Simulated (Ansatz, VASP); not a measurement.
## Cross-check of Ti (zigzag Ti chain, bond 2.823 A) between VASP and Ansatz

Aim: how closely do two programs agree when they are given the same cell, functional and k mesh? The cell is taken from a series of runs on this material, whose earlier steps may have relaxed, scaled, displaced or heated it; both programs get it as it stands.

Method: plane waves, with VASP 6.6.1 beside it; single point at PBE, in Ansatz 0.2.0.

## (1) The structure

The cell holds 4 atoms: 4 Ti. Its edges and angles: a = 12.000 Å, b = 12.000 Å, c = 6.775 Å, α = 90.0°, β = 90.0°, γ = 90.0°. It derives from Ti. As first built, before any earlier steps moved the atoms (in the runner's words): model lattice. Vacuum lies along a and b. The structure's axis is c.

## (2) Ansatz: single point, PBE

Ansatz runs on its default PAW (the set named soft_2) files.

With cell and atoms fixed, the geometry can't cause a difference; cores, projectors, grids and the points listed under the comparison can.

input.yaml reads:

```yaml
crystal:
  lattice:
    - [12.0, 0.0, 0.0]
    - [0.0, 12.0, 0.0]
    - [0.0, 0.0, 6.7752]
  atoms:
    - { symbol: Ti, position: [0.4059, 0.5, 0.0], spin: 1.0 }
    - { symbol: Ti, position: [0.4059, 0.5, 0.5], spin: 1.0 }
    - { symbol: Ti, position: [0.5941, 0.5, 0.25], spin: 1.0 }
    - { symbol: Ti, position: [0.5941, 0.5, 0.75], spin: 1.0 }
magnetization:
  spin_polarized: true
kpoints:
  mp_grid: { grid: [1, 1, 3] }
hamiltonian:
  xc: pbe
scf:
  occupations: { method: fermi_dirac, width: 0.1 }
  max_iter: 120
  convergence: { dr2_threshold: 1.0e-08 }
output:
  write_density: true
  write_potential: true
  elf: true
  volumetric_format: npy
```

Command:

```sh
$ ansatz run input.yaml --threads 4 --pin off --max-ram 8192MiB --backend cpu --events-out ev --progress --plain --runs-dir out
```

Numbers of over 12 decimals in the logs are rounded to 6 here.

Output:

```text
Engine: ansatz 0.2.0, x86_64-unknown-linux-gnu
Pseudopotentials: kind: paw
Pseudopotential: Ti, paw, valence charge 12, recommended cutoff 420 eV (normal), Ti.paw.azcp
Functional definition: PBE
  parameter kappa = 0.804
  parameter beta = 0.066725
  exchange = pbe_x(kappa = kappa, mu = beta*pi^2/3)
  correlation = pbe_c(beta = beta)
Crystal: 4 atoms, lattice volume = 975.629 Å³
Basis set: ecut = 420 eV, 19031 PW (Γ)
Bands: 32, of which v1, the nominal top of the filled ones, is band 24 counted from 1 (23 counted from 0)
Symmetry: 16 space group operations
Space group: Pmma (ITA 51), of the structure as read, at distance tolerance 9.9e-5 Å
Magnetic group: BNS 51.289 (UNI 387), of the structure as read, at distance tolerance 9.9e-5 Å
k-points: 2 of 3
Non-local potential: Ti, projectors of the file, l = 0: 3, l = 1: 2, l = 2: 3, l = 3: 1
PAW form: soft (Blöchl's): semilocal exchange-correlation on the pseudo side does not see the compensation charge
PAW one-centre angular grid: Ti, 590 points (default); XC on 64 Gauss nodes
Initial density: superposition of atomic densities (neutral atoms: chi_scale 0, normalization atom)
Starting moments: Σ|m| = 4 μB on 4 of 4 sites
Initial wavefunctions: pseudopotential atomic-orbital guess
Functional: x = pbe(κ = 0.804, μ = 0.219515), c = pbe(β = 0.066725)
SCF iter   1: F=—  HF=-9988.264381 eV  |F-HF|=—  |Δ(HF+E_count)|=         —  Δρ=1.27e-2 (↑9.32e-3 ↓1.27e-2)  dr2=1.53e1  dr2_m=2.57e-1  M=2.642 μB ∫|m|=2.647 μB  β_m=0.30  ethr=3.10e-3  ⟨swp⟩=8.2  Hψ=633  notcnv=0
Mixer restart at iter 1: flushing history
preconditioner: auto → LDOS  [metal: Δε(μ)=0.140 eV  Ē_g=2.025 eV  σ=0.100 eV  W_gap=0.33  n_scr=70 (ndim 8)  ℏωp=4.8 eV  f_vac=0.717  D(μ)=9.79/eV (n_scr^D=38)]
spin=Collinear: LDOS preconditioning applied to the charge; magnetization (m = ρ↑ − ρ↓) channel mixes plain (no charge-response kernel on spin).
SCF iter   2: F=—  HF=-9986.847727 eV  |F-HF|=—  |Δ(HF+E_count)|=    1.42e0  Δρ=7.94e-3 (↑6.40e-3 ↓7.94e-3)  dr2=5.29e0  dr2_m=1.42e-1  M=2.735 μB ∫|m|=2.736 μB  β_m=0.51  ethr=3.10e-3  ⟨swp⟩=3.0  Hψ=234  notcnv=0
SCF iter   3: F=—  HF=-9986.289891 eV  |F-HF|=—  |Δ(HF+E_count)|=   5.58e-1  Δρ=3.95e-3 (↑2.82e-3 ↓3.95e-3)  dr2=3.40e-1  dr2_m=6.72e-2  M=4.201 μB ∫|m|=4.201 μB  β_m=0.54  ethr=3.10e-3  ⟨swp⟩=7.2  Hψ=1078  notcnv=0
automatic band count: the SCF goes on with 38 bands, as 32 were too few: the levels above may hold too much charge
SCF iter   4: F=—  HF=-9986.374057 eV  |F-HF|=—  |Δ(HF+E_count)|=   8.42e-2  Δρ=3.04e-3 (↑2.73e-3 ↓3.04e-3)  dr2=7.22e-2  dr2_m=6.23e-2  M=4.768 μB ∫|m|=4.769 μB  β_m=0.77  ethr=7.09e-4  ⟨swp⟩=2.2  Hψ=248  notcnv=0
SCF iter   5: F=—  HF=-9986.649003 eV  |F-HF|=—  |Δ(HF+E_count)|=         —  Δρ=7.79e-3 (↑7.79e-3 ↓7.16e-3)  dr2=8.93e-2  dr2_m=4.81e-1  M=7.123 μB ∫|m|=7.124 μB  β_m=1.00  ethr=1.50e-4  ⟨swp⟩=2.0  Hψ=216  notcnv=0  κ⁻¹=2.6e-3(r=3)
SCF iter   6: F=—  HF=-9986.556419 eV  |F-HF|=—  |Δ(HF+E_count)|=   9.26e-2  Δρ=3.93e-3 (↑2.37e-3 ↓3.93e-3)  dr2=9.63e-2  dr2_m=7.22e-2  M=7.439 μB ∫|m|=7.439 μB  β_m=0.77  ethr=1.04e-4  ⟨swp⟩=2.5  Hψ=350  notcnv=0
SCF iter   7: F=—  HF=-9986.673891 eV  |F-HF|=—  |Δ(HF+E_count)|=   1.17e-1  Δρ=4.57e-3 (↑4.57e-3 ↓3.38e-3)  dr2=1.85e-1  dr2_m=1.26e-1  M=8.634 μB ∫|m|=8.635 μB  β_m=0.62  ethr=1.04e-4  ⟨swp⟩=2.2  Hψ=300  notcnv=0
SCF iter   8: F=—  HF=-9986.635776 eV  |F-HF|=—  |Δ(HF+E_count)|=   3.81e-2  Δρ=1.54e-3 (↑1.14e-3 ↓1.54e-3)  dr2=3.35e-2  dr2_m=8.20e-3  M=8.719 μB ∫|m|=8.720 μB  β_m=0.75  ethr=1.04e-4  ⟨swp⟩=2.0  Hψ=297  notcnv=0
SCF iter   9: F=—  HF=-9986.641897 eV  |F-HF|=—  |Δ(HF+E_count)|=   6.12e-3  Δρ=4.33e-4 (↑4.33e-4 ↓4.24e-4)  dr2=1.12e-2  dr2_m=7.42e-4  M=9.129 μB ∫|m|=9.129 μB  β_m=0.87  ethr=6.97e-5  ⟨swp⟩=2.2  Hψ=238  notcnv=0
SCF iter  10: F=—  HF=-9986.642913 eV  |F-HF|=—  |Δ(HF+E_count)|=   1.02e-3  Δρ=3.57e-4 (↑3.57e-4 ↓3.35e-4)  dr2=3.86e-4  dr2_m=8.92e-4  M=9.104 μB ∫|m|=9.104 μB  β_m=0.94  ethr=2.34e-5  ⟨swp⟩=2.0  Hψ=186  notcnv=0
SCF iter  11: F=—  HF=-9986.644524 eV  |F-HF|=—  |Δ(HF+E_count)|=   1.61e-3  Δρ=1.75e-4 (↑1.46e-4 ↓1.75e-4)  dr2=7.59e-4  dr2_m=1.87e-4  M=9.265 μB ∫|m|=9.265 μB  β_m=0.92  ethr=8.04e-7  ⟨swp⟩=3.0  Hψ=309  notcnv=0
SCF iter  12: F=—  HF=-9986.644529 eV  |F-HF|=—  |Δ(HF+E_count)|=   4.92e-6  Δρ=5.80e-5 (↑5.80e-5 ↓4.82e-5)  dr2=1.26e-4  dr2_m=1.52e-5  M=9.241 μB ∫|m|=9.242 μB  β_m=0.96  ethr=8.04e-7  ⟨swp⟩=2.0  Hψ=188  notcnv=0
SCF iter  13: F=—  HF=-9986.644525 eV  |F-HF|=—  |Δ(HF+E_count)|=   4.37e-6  Δρ=2.31e-5 (↑2.07e-5 ↓2.31e-5)  dr2=1.40e-5  dr2_m=2.65e-6  M=9.262 μB ∫|m|=9.263 μB  β_m=0.98  ethr=2.62e-7  ⟨swp⟩=2.0  Hψ=183  notcnv=0
SCF iter  14: F=—  HF=-9986.644531 eV  |F-HF|=—  |Δ(HF+E_count)|=   5.88e-6  Δρ=1.54e-5 (↑1.54e-5 ↓7.90e-6)  dr2=2.89e-6  dr2_m=9.09e-7  M=9.269 μB ∫|m|=9.269 μB  β_m=0.99  ethr=2.91e-8  ⟨swp⟩=2.5  Hψ=253  notcnv=0
SCF iter  15: F=—  HF=-9986.644532 eV  |F-HF|=—  |Δ(HF+E_count)|=   7.59e-7  Δρ=4.36e-6 (↑3.45e-6 ↓4.36e-6)  dr2=9.77e-8  dr2_m=1.17e-7  M=9.267 μB ∫|m|=9.268 μB  β_m=0.99  ethr=6.02e-9  ⟨swp⟩=2.5  Hψ=250  notcnv=0
SCF iter  16: F=—  HF=-9986.644532 eV  |F-HF|=—  |Δ(HF+E_count)|=   1.51e-7  Δρ=1.13e-6 (↑1.13e-6 ↓7.52e-7)  dr2=1.65e-8  dr2_m=4.80e-9  M=9.268 μB ∫|m|=9.269 μB  β_m=0.96  ethr=2.04e-10  ⟨swp⟩=2.5  Hψ=283  notcnv=0
SCF iter  17: F=-9986.644532 eV  HF=-9986.644532 eV  |F-HF|=1.67e-9  |Δ(HF+E_count)|=   8.92e-9  Δρ=2.66e-7 (↑2.38e-7 ↓2.66e-7)  dr2=7.87e-10  dr2_m=3.24e-10  M=9.268 μB ∫|m|=9.269 μB  ethr=2.08e-11  ⟨swp⟩=1.5  Hψ=505  notcnv=0
SCF 1 converged in 17 iterations: F = -9986.644532 eV  dr2 = 7.87e-10
  greatest PAW one-centre occupation: 0.999 electrons in one spin orbital (limit 2), on the Ti atom at site 3 (counted from 0), in its partial waves of l = 0
the search or the solves at the SCF's close seem to have found levels that the self-consistency loop had missed (the run counts 1). By its estimate they hold 3.04e-10 electrons. The energies and the density leave them out; if the run goes on with those levels, later outputs use occupations computed again with them
WARN: The output density's exchange-correlation potential varies sharply where the density is thin. Do not read a vacuum level from v_tot or v_xc, or from such a field of the output density. On a cell that repeats whose density bears no net charge and no dipole along the vacuum's axis use v_es (v_loc + v_h of the components); under efield.dipole_correction with no amplitude use v_es + v_field, which holds any externa [...]
SCF converged after 17 iterations
Magnetization: 9.2681 μB (28.6340 up, 19.3660 down)
Absolute magnetization: 9.2687 μB (∫|ρ↑−ρ↓|, with the PAW one-centre terms)
Spin contamination: 0.0168 ħ² per cell (⟨S²⟩ above its minimum at these occupations)
Per-site moments (μB) at R_I (Å): [(1.565659, 1.164487), (1.565659, 1.164487), (1.565659, 1.164487), (1.565659, 1.164487)]
Free energy (F): -9986.644532 eV
Harris-Foulkes:  -9986.644532 eV  (|F-HF|=1.67e-9)
Internal energy: -9986.239359 eV  (E = F + TS)
E sigma→0 (E₀):  -9986.441945 eV
Entropy (-TS):   -0.405173 eV (-101.293 meV/atom)
Fermi energy:    -1.917810 eV
--- Per-component energies (eV) ---
  E_band       = -1367.770544
  E_kinetic    = 1072.889241
  E_local      = -12903.775282  (includes V_loc(G=0)·N_el)
  E_nonlocal   = 49.697811
  E_hartree    = 5787.007981
  E_xc         = -374.734403
  E_vxc        = -467.229587  (∫ρ·V_xc dr)
  E_paw        = -4197.052179  (= ΣΔE_a)
  E_vpaw       = -693.369868  (= ΣTr[D̂ρ^β])
  E_aug_tail   = 0.000499  (compensation charges beyond the density's cutoff)
  E_ewald      = 579.726972
  E_smearing   = -0.405173  (= −TS)
  E_closure    = -0.000000  (closes the sum)
  Σ components = -9986.644532   (vs F -9986.644532, Δ=0.00e0)
--- Band table (eV) ---
  k-point 0 ↑: bands = [... 20 lower, -2.9044, -2.8751, -2.8751, -2.6449, -2.3404, -2.2848, -1.9948, -1.9948, ... 10 higher]
  k-point 1 ↑: bands = [... 20 lower, -2.9163, -2.8931, -2.8241, -2.6076, -2.5193, -2.3533, -2.3482, -2.1475, ... 10 higher]
  k-point 0 ↓: bands = [... 20 lower, -1.4498, -1.4498, -1.4256, -1.3754, -1.1446, -0.7635, -0.7635, -0.7299, ... 10 higher]
  k-point 1 ↓: bands = [... 20 lower, -1.5542, -1.4756, -1.4258, -1.3692, -1.1914, -0.9931, -0.9120, -0.7596, ... 10 higher]
```

## (3) VASP: single point, PBE

The same cell, functional, mesh and smearing now go to VASP, with its own data sets.

Lines of VASP's logs that name or quote its potential files are left out, and so is its time.

INCAR reads:

```
SYSTEM = Ti
PREC = Accurate
ENCUT = 400
EDIFF = 1E-06
NELM = 200
ISMEAR = -1
SIGMA = 0.1
LREAL = .FALSE.
ALGO = Normal
GGA = PE
NBANDS = 36
ISPIN = 2
MAGMOM = 1.57 1.57 1.57 1.57
LASPH = .TRUE.
LMAXMIX = 4
LORBIT = 11
LWAVE = .FALSE.
LCHARG = .FALSE.
ISIF = 2
GGA_COMPAT = .FALSE.
```

POSCAR reads:

```
Ti
1.0
   12.0000000000      0.0000000000      0.0000000000
    0.0000000000     12.0000000000      0.0000000000
    0.0000000000      0.0000000000      6.7752000000
Ti
4
Direct
    0.4059000000      0.5000000000      0.0000000000
    0.4059000000      0.5000000000      0.5000000000
    0.5941000000      0.5000000000      0.2500000000
    0.5941000000      0.5000000000      0.7500000000
```

KPOINTS reads:

```
Automatic mesh
0
Gamma
1 1 3
0 0 0
```

PAW data sets: Ti_sv (PBE family, release 64).

Command:

```sh
$ mpirun -np 1 vasp_std
```

Output:

```text
[banner, memory and clock lines left out]
running    1 mpi-ranks, on    1 nodes
 distrk:  each k-point on    1 cores,    1 groups
 distr:  one band on    1 cores,    1 groups

 POSCAR found type information on POSCAR Ti
 POSCAR found :  1 types and       4 ions
 LDA part: xc-table for (Slater+PW92), standard interpolation
 POSCAR, INCAR and KPOINTS ok, starting setup
 FFT: planning ... GRIDC
 FFT: planning ... GRID_SOFT
 FFT: planning ... GRID
 WAVECAR not read
 entering main loop
       N       E                     dE             d eps       ncg     rms          rms(c)
DAV:   1     0.298171712055E+03    0.29817E+03   -0.21093E+04   416   0.783E+02
DAV:   2     0.322076030060E+02   -0.26596E+03   -0.25707E+03   376   0.285E+02
DAV:   3    -0.147216284931E+02   -0.46929E+02   -0.45515E+02   504   0.832E+01
DAV:   4    -0.221819193604E+02   -0.74603E+01   -0.73575E+01   416   0.323E+01
DAV:   5    -0.227709703419E+02   -0.58905E+00   -0.58590E+00   480   0.850E+00    0.148E+01
DAV:   6    -0.189721925523E+02    0.37988E+01   -0.16664E+01   432   0.244E+01    0.696E+00
DAV:   7    -0.190184032474E+02   -0.46211E-01   -0.31684E+00   424   0.779E+00    0.323E+00
DAV:   8    -0.191498707208E+02   -0.13147E+00   -0.54818E-01   480   0.303E+00    0.240E+00
DAV:   9    -0.190560171677E+02    0.93854E-01   -0.16059E-01   440   0.172E+00    0.140E+00
DAV:  10    -0.190506954750E+02    0.53217E-02   -0.12641E-01   424   0.142E+00    0.907E-01
DAV:  11    -0.190927145247E+02   -0.42019E-01   -0.46080E-02   440   0.921E-01    0.674E-01
DAV:  12    -0.191688414502E+02   -0.76127E-01   -0.29094E-02   420   0.637E-01    0.470E-01
DAV:  13    -0.192578996799E+02   -0.89058E-01   -0.48675E-02   412   0.588E-01    0.295E-01
DAV:  14    -0.192979983919E+02   -0.40099E-01   -0.21450E-02   380   0.410E-01    0.203E-01
[...]
DAV:  29    -0.193302398257E+02   -0.52676E-05   -0.23956E-05   252   0.250E-03    0.226E-04
DAV:  30    -0.193302437296E+02   -0.39039E-05   -0.21109E-05   240   0.190E-03    0.168E-04
DAV:  31    -0.193302466205E+02   -0.28909E-05   -0.18993E-05   244   0.124E-03    0.938E-05
DAV:  32    -0.193302484919E+02   -0.18714E-05   -0.16705E-05   232   0.898E-04    0.815E-05
DAV:  33    -0.193302499580E+02   -0.14661E-05   -0.14524E-05   224   0.541E-04    0.714E-05
DAV:  34    -0.193302512151E+02   -0.12571E-05   -0.12502E-05   192   0.440E-04    0.927E-05
DAV:  35    -0.193302523110E+02   -0.10959E-05   -0.10837E-05   192   0.352E-04    0.186E-04
DAV:  36    -0.193302532571E+02   -0.94613E-06   -0.94176E-06   192   0.337E-04
   1 F= -.19330253E+02 E0= -.19128004E+02  d E =-.404499E+00  mag=     9.3289
```

OUTCAR, selected parts (step 3):

```text
ion  position               nearest neighbor table
   1  0.406  0.500  0.000-   3 2.82   4 2.82
   2  0.406  0.500  0.500-   3 2.82   4 2.82
   3  0.594  0.500  0.250-   1 2.82   2 2.82
   4  0.594  0.500  0.750-   1 2.82   2 2.82

  LATTYP: Found a simple tetragonal cell.
 ALAT       =    12.0000000000
 C/A-ratio  =     0.5646000000

 Subroutine GETGRP returns: Found  8 space group operations
 (whereof  4 operations were pure point group operations)

The static configuration has the point symmetry C_2v.
 The point group associated with its full space group is D_2h.

 Found      2 irreducible k-points:

   k-points           NKPTS =      2   k-points in BZ     NKDIM =      2   number of bands    NBANDS=     36

   dimension x,y,z NGX =    80 NGY =   80 NGZ =   48
   dimension x,y,z NGXF=   160 NGYF=  160 NGZF=   96

   ENCUT  =  400.0 eV  29.40 Ry    5.42 a.u.  19.57 19.57 11.05*2*pi/ulx,y,z

   NELECT =      48.0000    total number of electrons

 k-points in reciprocal lattice and weights: Automatic mesh
   0.00000000  0.00000000  0.00000000       0.333
   0.00000000  0.00000000  0.33333333       0.667

 average (electrostatic) potential at core
       1 -83.4603       2 -83.4603       3 -83.4603       4 -83.4603

 E-fermi :  -2.2758

 spin component 1
 k-point     1 :       0.0000    0.0000    0.0000
  band No.  band energies     occupation
    ...
     24      -3.0088      0.99934
     25      -2.7040      0.98637
     26      -2.6448      0.97564
     27      -2.3552      0.68870
     28      -2.3552      0.68870
     29      -2.1092      0.15895
     30      -2.0927      0.13808
     31      -2.0927      0.13808
     32      -2.0649      0.10822
     33      -1.9030      0.02347
    ...

 k-point     2 :       0.0000    0.0000    0.3333
  band No.  band energies     occupation
    ...
     24      -2.9674      0.99901
     25      -2.8837      0.99772
     26      -2.7163      0.98794
     27      -2.7079      0.98689
     28      -2.5080      0.91066
     29      -2.2487      0.43267
     30      -2.2383      0.40747
     31      -2.1159      0.16811
     32      -2.0078      0.06419
     33      -2.0044      0.06214
    ...

 spin component 2
 k-point     1 :       0.0000    0.0000    0.0000
  band No.  band energies     occupation
    ...
     16     -34.7921      1.00000
     17      -4.7372      1.00000
     18      -3.2531      0.99994
     19      -2.3451      0.66661
     20      -2.3451      0.66661
     21      -1.8032      0.00878
     22      -1.8032      0.00878
     23      -1.7784      0.00687
     24      -1.7264      0.00410
     25      -1.4954      0.00041
    ...

 k-point     2 :       0.0000    0.0000    0.3333
  band No.  band energies     occupation
    ...
     15     -34.8392      1.00000
     16     -34.8095      1.00000
     17      -4.3049      1.00000
     18      -3.1865      0.99989
     19      -2.8280      0.99602
     20      -2.1811      0.27943
     21      -1.9047      0.02388
     22      -1.8289      0.01133
     23      -1.7788      0.00690
     24      -1.7242      0.00401
    ...

  Total       -6.0403585     -0.3529195     -9.3049340      0.0000000      0.0000000      0.0000000
  in kB       -9.9194750     -0.5795643    -15.2805599      0.0000000      0.0000000      0.0000000
  external PRESSURE =      -8.5931997 kB  Pullay stress =       0.0000000 kB

  energy-cutoff  :      400.00
  volume of cell :      975.63
      direct lattice vectors                 reciprocal lattice vectors
    12.000000000  0.000000000  0.000000000     0.083333333  0.000000000  0.000000000
     0.000000000 12.000000000  0.000000000     0.000000000  0.083333333  0.000000000
     0.000000000  0.000000000  6.775200000     0.000000000  0.000000000  0.147597119

 POSITION                                       TOTAL-FORCE (eV/Angst)
 -----------------------------------------------------------------------------------
      4.87080      6.00000      0.00000         1.278980     -0.000000      0.000000
      4.87080      6.00000      3.38760         1.278980     -0.000000      0.000000
      7.12920      6.00000      1.69380        -1.278980      0.000000      0.000000
      7.12920      6.00000      5.08140        -1.278980      0.000000      0.000000
 -----------------------------------------------------------------------------------
    total drift:                               -0.000000      0.000000     -0.000000

  FREE ENERGIE OF THE ION-ELECTRON SYSTEM (eV)
  ---------------------------------------------------
  free  energy   TOTEN  =       -19.3302532571 eV

  energy  without entropy=      -18.9257539940  energy(sigma->0) =      -19.12800363

 total charge
# of ion       s       p       d       tot
------------------------------------------
    1        2.224   5.984   1.906  10.114
    2        2.224   5.984   1.906  10.114
    3        2.224   5.984   1.906  10.114
    4        2.224   5.984   1.906  10.114
--------------------------------------------------
tot          8.896  23.936   7.623  40.456

 magnetization (x)
# of ion       s       p       d       tot
------------------------------------------
    1        0.031   0.029   1.491   1.551
    2        0.031   0.029   1.491   1.551
    3        0.031   0.029   1.491   1.551
    4        0.031   0.029   1.491   1.551
--------------------------------------------------
tot          0.123   0.116   5.964   6.204
```

## (4) Side by side

Known differences besides the potentials themselves: VASP starts from the moments at which Ansatz ended; the cutoff is 420 eV in Ansatz and 400 eV in VASP; site moments are counted in spheres of each program's own size. Total energies have different zeros and are not compared.

The two programs side by side:

| quantity | Ansatz | VASP | difference |
| --- | --- | --- | --- |
| total moment (μB) | 9.27 | 9.33 | -0.06 |
| moment on Ti1 (μB) | 1.57 | 1.55 | +0.02 |
| moment on Ti2 (μB) | 1.57 | 1.55 | +0.02 |
| moment on Ti3 (μB) | 1.57 | 1.55 | +0.02 |
| moment on Ti4 (μB) | 1.57 | 1.55 | +0.02 |

With vacuum in the cell, a pressure given here is an average over mostly empty space and none of the material.

## (5) Outcome

```json
{
 "difference in total moment (single point, PBE)": "-0.061 μB"
}
```

What this shows: The difference in total moment is -0.061 μB (single point, PBE). Such differences can come from data sets, numerical settings and the points named under the comparisons, not from the functional's error against experiment.

[Lines on the potential files, build, host, timing and source positions are cut from VASP's logs without a mark.]

[Logs are printed without paths, hosts, clocks, repeated set-up lines and the standing remarks that a program may print on its own settings, such as how far it seeks lower states.]

[Hosts, paths, dates, database ids (printed as entryN), source tags and the programs' standing remarks are cut or masked in the printed files.]
